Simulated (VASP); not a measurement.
The system is Rh.

```
Rh
1.0
     0.00000    1.90155    1.90155
     1.90155    0.00000    1.90155
     1.90155    1.90155    0.00000
Rh
1
Direct
  0.00000 0.00000 0.00000
```

| Item | Value |
| --- | --- |
| Program | VASP 6.6.1 |
| Task | relaxation of cell and atoms |
| Functional | PBE |
| Potentials or basis | VASP PAW PBE potentials, release 64 (Rh_pv) |
| Cutoff | 600 eV |
| k mesh | 20 × 20 × 20 |
| Occupations | methfessel-paxton, width 0.1 eV |
| Spin | no spin polarisation |

At the start: pressure 5.6 GPa; volume 13.75 Å³/atom.

Q: How do energy, volume and symmetry change on relaxing?

A: Over 3 steps the energy falls by 4.8 meV/atom and the volume is 14.04 Å³/atom (+2.1 %); space group Fm-3m (No. 225, to 0.05 Å).

Step by step:
```csv
step,energy change (eV),largest force (eV/Å),pressure (GPa),volume (Å³)
1,0.0000,0.0000,5.58,13.75
2,0.0200,0.0000,-10.96,14.73
3,-0.0048,0.0000,-0.04,14.04
```

Final structure:
```
Rh
1.0
     0.00000    1.91480    1.91480
     1.91480    0.00000    1.91480
     1.91480    1.91480    0.00000
Rh
1
Direct
  0.00000 0.00000 0.00000
```
